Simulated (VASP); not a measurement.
Here is the system:

```yaml
crystal:
  lattice:
    - [4.75876, 0.00000, 0.00000]
    - [0.00000, 4.75876, 0.00000]
    - [0.00000, 0.00000, 3.20228]
  atoms:
    - { symbol: Sn, position: [0.00000, 0.00000, 0.00000] }
    - { symbol: Sn, position: [0.50000, 0.50000, 0.50000] }
    - { symbol: O, position: [0.30584, 0.30584, 0.00000] }
    - { symbol: O, position: [0.80584, 0.19416, 0.50000] }
    - { symbol: O, position: [0.19416, 0.80584, 0.50000] }
    - { symbol: O, position: [0.69416, 0.69416, 0.00000] }
```

Calculation: SCAN meta-GGA, VASP's PBE PAW potentials (set 64) (plane waves; VASP). Run with 520 eV cut-off, 5×5×8 Γ-centred mesh, tetrahedra with Blöchl corrections, potentials Sn_d O.

Unless said otherwise, spin-orbit coupling is left out, though it shifts the bands of the heavy elements here.

Problem. Give the energies of bands 15 to 28 at the high-symmetry points, in eV from the valence-band maximum.

Solution. 
```
band      Γ      X      M      Z      R      A
----  -----  -----  -----  -----  -----  -----
15    -8.09  -6.53  -5.48  -7.11  -6.82  -7.89
16    -4.05  -6.53  -5.48  -7.11  -6.82  -7.89
17    -4.05  -3.08  -3.88  -4.21  -5.55  -4.99
18    -3.93  -3.08  -3.88  -4.21  -5.55  -4.99
19    -3.13  -2.93  -2.99  -3.73  -4.18  -2.55
20    -1.99  -2.93  -2.99  -3.73  -4.18  -2.55
21    -1.89  -1.98  -1.98  -2.61  -1.73  -2.36
22    -1.22  -1.98  -1.98  -2.61  -1.73  -2.36
23    -1.22  -1.18  -1.30  -1.67  -1.11  -0.96
24    -0.78  -1.18  -1.30  -1.67  -1.11  -0.96
25    -0.78  -0.62  -0.92  -1.26  -0.69  -0.85
26     0.00  -0.62  -0.92  -1.26  -0.69  -0.85
27     1.68   4.92   5.37   6.79   7.08   5.44
28     6.75   4.92   5.37   6.79   7.08   5.44
```

The gap is direct, 1.68 eV, from the valence maximum at Γ to the conduction minimum at Γ.

The compound is SnO2 in the rutile structure. It was relaxed first.
